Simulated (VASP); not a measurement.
# Hf3SnS4 (P3m1) in VASP: single point with r2SCAN

Aim: the single point of Hf3SnS4 with r2SCAN.

All numbers are computed with VASP 6.6.1; they aren't measurements. Logs are shortened: lines on timing, memory, paths and dates and some standing lists are left out, and cuts for length are marked.

## 1. The crystal as given

It takes space group P3m1 (No. 156, trigonal). Conventional cell: a = 3.611 Å, b = 3.611 Å, c = 17.495 Å, α = 90.00°, β = 90.00°, γ = 120.00°. Around Hf (site symmetry 3m) lie 6 S at 2.55 Å. Around Hf (site symmetry 3m) lie 3 S at 2.50 Å. Around Hf (site symmetry 3m) lie 3 S at 2.50 Å. Around Sn (site symmetry 3m) lie 6 Hf at 3.03 to 3.04 Å. S (site symmetry 3m) is surrounded by 3 Hf at 2.55 Å. S (site symmetry 3m) has 3 Hf at 2.55 Å as nearest neighbours. Around S (site symmetry 3m) lie 3 Hf at 2.50 Å. S (site symmetry 3m) is surrounded by 3 Hf at 2.50 Å.

The cell was built by a generator and needn't be a form met in nature.

## 2. Single point, r2SCAN

INCAR reads:

```
PREC = Accurate
ENCUT = 520
EDIFF = 1E-6
ISMEAR = 0
SIGMA = 0.1
LREAL = False
LASPH = True
NELM = 150
ALGO = Normal
ISIF = 2
LWAVE = False
LCHARG = False
METAGGA = R2SCAN
LMIXTAU = True
NBANDS = 44
KPAR = 4
```

KPOINTS reads:

```
Automatic mesh
0
Gamma
  10 10 2
```

POSCAR reads:

```
Hf3SnS4
1.0
    3.6112710000      0.0000000000      0.0000000000
   -1.8056350000      3.1274520000      0.0000000000
    0.0000000000      0.0000000000     17.4954300000
Hf Sn S
3 1 4
Direct
    0.6666670000      0.3333330000      0.0007190000
    0.3333330000      0.6666670000      0.3735390000
    0.3333330000      0.6666670000      0.6256300000
    0.0000000000      0.0000000000      0.4996010000
    0.0000000000      0.0000000000      0.9171600000
    0.3333330000      0.6666670000      0.0841890000
    0.6666670000      0.3333330000      0.2946190000
    0.6666670000      0.3333330000      0.7045710000
```

Potentials or basis: VASP PAW PBE potentials, release 64 (Hf_pv, Sn_d, S).

The run is started by

```console
$ cat potpaw_PBE.64/Hf_pv/POTCAR potpaw_PBE.64/Sn_d/POTCAR potpaw_PBE.64/S/POTCAR > POTCAR
$ mpirun -np 4 vasp_std > vasp.out
```

OUTCAR:

```text
PREC = Accurate
   ENCUT = 520
   EDIFF = 1E-6
   ISMEAR = 0
   LREAL = False
   LASPH = True
   NELM = 150
   ISIF = 2
   METAGGA = R2SCAN

 ion  position               nearest neighbor table
   1  0.667  0.333  0.001-   6 2.55   6 2.55   6 2.55   5 2.55   5 2.55   5 2.55
   2  0.333  0.667  0.374-   7 2.50   7 2.50   7 2.50   4 3.04   4 3.04   4 3.04
   3  0.333  0.667  0.626-   8 2.50   8 2.50   8 2.50   4 3.03   4 3.03   4 3.03
   4  0.000  0.000  0.500-   3 3.03   3 3.03   3 3.03   2 3.04   2 3.04   2 3.04
   5  0.000  0.000  0.917-   1 2.55   1 2.55   1 2.55
   6  0.333  0.667  0.084-   1 2.55   1 2.55   1 2.55
   7  0.667  0.333  0.295-   2 2.50   2 2.50   2 2.50
   8  0.667  0.333  0.705-   3 2.50   3 2.50   3 2.50

  LATTYP: Found a hexagonal cell.
 ALAT       =     3.6112710000
 C/A-ratio  =     4.8446738004

  Lattice vectors:

 A1 = (   3.6112710000,   0.0000000000,   0.0000000000)
 A2 = (  -1.8056350000,   3.1274520000,   0.0000000000)
 A3 = (   0.0000000000,   0.0000000000,  17.4954300000)

Analysis of symmetry for initial positions (statically):
=====================================================================
 Subroutine PRICEL returns:
 Original cell was already a primitive cell.

 Routine SETGRP: Setting up the symmetry group for a
 hexagonal supercell.

 Subroutine GETGRP returns: Found  6 space group operations
 (whereof  6 operations were pure point group operations)
 out of a pool of 24 trial point group operations.

The static configuration has the point symmetry C_3v.

Analysis of symmetry for dynamics (positions and initial velocities):
=====================================================================
 Subroutine PRICEL returns:
 Original cell was already a primitive cell.

 Routine SETGRP: Setting up the symmetry group for a
 hexagonal supercell.

 Subroutine GETGRP returns: Found  6 space group operations
 (whereof  6 operations were pure point group operations)
 out of a pool of 24 trial point group operations.

The dynamic configuration has the point symmetry C_3v.

 Subroutine INISYM returns: Found  6 space group operations
 (whereof  6 operations are pure point group operations),
 and found     1 'primitive' translations

----------------------------------------------------------------------------------------

                                     Primitive cell

  volume of cell :     197.5947

  direct lattice vectors                    reciprocal lattice vectors
     3.611271000  0.000000000  0.000000000     0.276910816  0.159874512  0.000000000
[... 108 lines left out ...]
   PSTRESS=    0.0 pullay stress
   NELECT =      68.0000    total number of electrons
   NUPDOWN=      -1.0000    fix difference up-down
   EMIN   =  10.00;   EMAX   =-10.00  energy-range for DOS
   EFERMI =   0.00;   METHOD = LEGACY
   ISMEAR =     0;   SIGMA  =   0.10  broadening in eV -4-tet -1-fermi 0-gaus
   EFERMI_NEDOS =   21; number of points for ismear=-14 and -15
   IALGO  =     38    algorithm
   IMIX   =      4    mixing-type and parameters
     AMIX     =   0.40;   BMIX     =  1.00
     AMIX_MAG =   1.60;   BMIX_MAG =  1.00
  volume/ion in A,a.u.               =      24.70       166.68
  Fermi-wavevector in a.u.,A,eV,Ry     =   1.147236  2.167961 17.907307  1.316150
  Thomas-Fermi vector in A             =   2.283917
   LORBIT       =      0    0 simple, 1 ext, 2 COOP (PROOUT), +10 PAW based schemes
   METAGGA = R2SCAN    functional components
   LHFCALC =     F    Hartree Fock is set to
   AEXX    =    0.0000 exact exchange contribution
   IVDW    =     0    specifies the selected vdW correction
   LEPSILON=     F    determine dielectric tensor
   LRPA    =     F    only Hartree local field effects (RPA)
 non-spin polarized calculation
 Gauss-broadening in eV      SIGMA  =   0.10
  energy-cutoff  :      520.00
  volume of cell :      197.59
 maximum number of plane-waves:      5370
 NGX is ok and might be reduce to    28
   NGX = 13   NGY = 13   NGZ = 65

 number of electron      68.0000003 magnetization

 Free energy of the ion-electron system (eV)
  ---------------------------------------------------
  ext. energy  EPLUGINS =         0.00000000
  ---------------------------------------------------
  free energy    TOTEN  =      -203.35099825 eV

  energy without entropy =     -203.31324886  energy(sigma->0) =     -203.33212356

 E-fermi :   4.3877     XC(G=0): -10.0162

 val. band max:        4.3877098320   @ k =   0.3000   0.2000   0.0000
 cond. band min:       4.3890111116   @ k =   0.5000   0.0000   0.5000
 fundamental gap:      0.0013012796
 Fermi energy:         4.3877370284

 k-point     1 :       0.0000    0.0000    0.0000
  band No.  band energies     occupation
      1     -28.8060      2.00000
      2     -28.6990      2.00000
      3     -28.6990      2.00000
      4     -28.4749      2.00000
      5     -28.4651      2.00000
      6     -28.3857      2.00000
[... 1117 lines left out ...]
     43       7.9612      0.00000
     44       8.0060      0.00000

 [... further k-points ...]

------------------------ aborting loop because EDIFF is reached ----------------------------------------

  FORCE on cell =-STRESS in cart. coord.  units (eV):
  Direction    XX          YY          ZZ          XY          YZ          ZX
  --------------------------------------------------------------------------------------
  -------------------------------------------------------------------------------------
  Total       -1.1680340     -1.1680337     -2.8692881     -0.0000002      0.0000000      0.0000000
  in kB       -9.4708882     -9.4708856    -23.2653390     -0.0000015      0.0000000      0.0000000
  external PRESSURE =     -14.0690376 kB  Pullay stress =       0.0000000 kB

 VOLUME and BASIS-vectors are now :
 -----------------------------------------------------------------------------
  energy-cutoff  :      520.00
  volume of cell :      197.59
      direct lattice vectors                 reciprocal lattice vectors
     3.611271000  0.000000000  0.000000000     0.276910816  0.159874512  0.000000000
    -1.805635000  3.127452000  0.000000000     0.000000000  0.319749112  0.000000000
     0.000000000  0.000000000 17.495430000     0.000000000  0.000000000  0.057157783

 POSITION                                       TOTAL-FORCE (eV/Angst)
 -----------------------------------------------------------------------------------
      1.80564      1.04248      0.01258         0.000000      0.000000     -0.000180
     -0.00000      2.08497      6.53523        -0.000000      0.000000     -0.028829
     -0.00000      2.08497     10.94567        -0.000000      0.000000      0.030204
      0.00000      0.00000      8.74073        -0.000000     -0.000000     -0.001144
      0.00000      0.00000     16.04611         0.000000     -0.000000      0.206955
     -0.00000      2.08497      1.47292         0.000000     -0.000000     -0.203459
      1.80564      1.04248      5.15449         0.000000     -0.000000      0.200775
      1.80564      1.04248     12.32677        -0.000000      0.000000     -0.204322
 -----------------------------------------------------------------------------------
    total drift:                               -0.000373      0.000214     -0.000157

  FREE ENERGIE OF THE ION-ELECTRON SYSTEM (eV)
  ---------------------------------------------------
  free  energy   TOTEN  =      -203.3509982527 eV

  energy  without entropy=     -203.3132488586  energy(sigma->0) =     -203.33212356
```

It took 12 min on 4 MPI ranks of AMD EPYC 7R13 (Zen 3), shared host; peak memory 0.49 GiB.

Results:

```
Free energy            : -203.3510 eV
Pressure               : -1.4 GPa
Largest force          : 0.207 eV/Å
Band gap on the k mesh : none (metal or under the smearing width)
```

Forces on the atoms (eV/Å):
```
Hf   0.000  0.000  0.000
Hf   0.000  0.000 -0.029
Hf   0.000  0.000  0.030
Sn   0.000  0.000 -0.001
S    0.000  0.000  0.207
S    0.000  0.000 -0.203
S    0.000  0.000  0.201
S    0.000  0.000 -0.204
```

Stress tensor (GPa, compression positive):
```
-0.95  0.00  0.00
 0.00 -0.95  0.00
 0.00  0.00 -2.33
```

Levels at points of the mesh, in eV from the Fermi level:
```
           k point  band 31  band 32  band 33  band 34  band 35  band 36  band 37  band 38
(0.00, 0.00, 0.00)    -1.47    -1.47     0.97     0.97     1.05     1.17     1.17     1.28
(0.50, 0.00, 0.00)    -2.86    -2.69    -2.56    -0.24    -0.03     0.12     0.52     1.93
(0.00, 0.00, 0.50)    -1.47    -1.47     0.97     0.97     1.17     1.17     1.17     1.28
(0.50, 0.00, 0.50)    -2.87    -2.68    -2.56    -0.26     0.00     0.10     0.52     1.93
```

Caveat: the PAW data sets were made with another functional, which shifts forces and pressure a little. The run has no spin-orbit coupling, so splittings on Hf are missing.
